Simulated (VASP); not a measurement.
Here is the system:

```xyz
2
Lattice="1.7559 -3.0413 0.0000 1.7559 3.0413 0.0000 0.0000 0.0000 5.4729" Properties=species:S:1:pos:R:3 pbc="T T T"
Lu     1.7559     1.0138     1.3682
Lu     1.7559    -1.0138     4.1047
```

Method: r2SCAN meta-GGA, VASP's PBE PAW potentials (set 64) (plane waves; VASP 6.6.1). Numerical set-up: 480 eV cut-off, 12×12×6 Γ-centred mesh, first-order Methfessel-Paxton smearing of 0.10 eV, potentials Lu_3.

Each row applies one change to this cell, which was relaxed at other settings and keeps the small stress of the first row; at a fixed cut-off the stress holds a Pulay part, so it need not integrate to ΔE exactly. Stress is in GPa, positive when the cell is compressed.

```
change                                 ΔE (meV/atom)    σxx    σyy    σzz  largest shear component, with its sign (GPa)  largest force (eV/Å)
-------------------------------------  -------------  -----  -----  -----  --------------------------------------------  --------------------
none                                             0.0  -0.01  -0.01   0.07                                          0.00                 0.000
isotropic strain of +3.0 %                      32.0  -3.73  -3.73  -3.37                                          0.00                 0.000
atom 1 (Lu) moved by -0.050 Å along z            3.2   0.01   0.01   0.15                                          0.00                 0.255
isotropic strain of +2.0 %                      14.3  -2.63  -2.63  -2.40                                          0.00                 0.000
isotropic strain of +1.5 %                       8.0  -2.03  -2.03  -1.84                                          0.00                 0.000
isotropic strain of -4.0 %                      70.5   7.56   7.56   6.64                                          0.00                 0.000
```

Failed runs are left out, and for metals the shear rows, which the mesh's noise covers.

The compound is Lu in the hcp structure.
